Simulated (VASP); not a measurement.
```yaml
crystal:
  lattice:
    - [0.00000, 2.18560, 2.18560]
    - [2.18560, 0.00000, 2.18560]
    - [2.18560, 2.18560, 0.00000]
  atoms:
    - { symbol: Hf, position: [0.00000, 0.00000, 0.00000] }
    - { symbol: N, position: [0.50000, 0.50000, 0.50000] }
```

Calculation: LDA (Ceperley-Alder, Perdew-Zunger), VASP's LDA PAW potentials (set 64) (plane waves; VASP). Numerical set-up: 520 eV cut-off, 14×14×14 Γ-centred mesh, first-order Methfessel-Paxton smearing of 0.10 eV, potentials Hf_pv N.

Unless said otherwise, spin-orbit coupling is left out, though it shifts the bands of the heavy elements here.

### Question
Estimate the energy per atom (σ→0), pressure, band gap (on the k-mesh) with the smallest direct gap where there is one.

### Answer

```json
{
  "band gap (on the k-mesh)": "none (metal, semimetal or under 0.01 eV)",
  "energy per atom (σ→0)": "-11.889 eV/atom",
  "pressure": "21.80 GPa"
}
```

The compound is HfN in the rock salt structure. This cell is one point of a volume scan, at 0.94 of the reference volume. The electron count is odd and the run is not spin-polarised, which forces a metal.
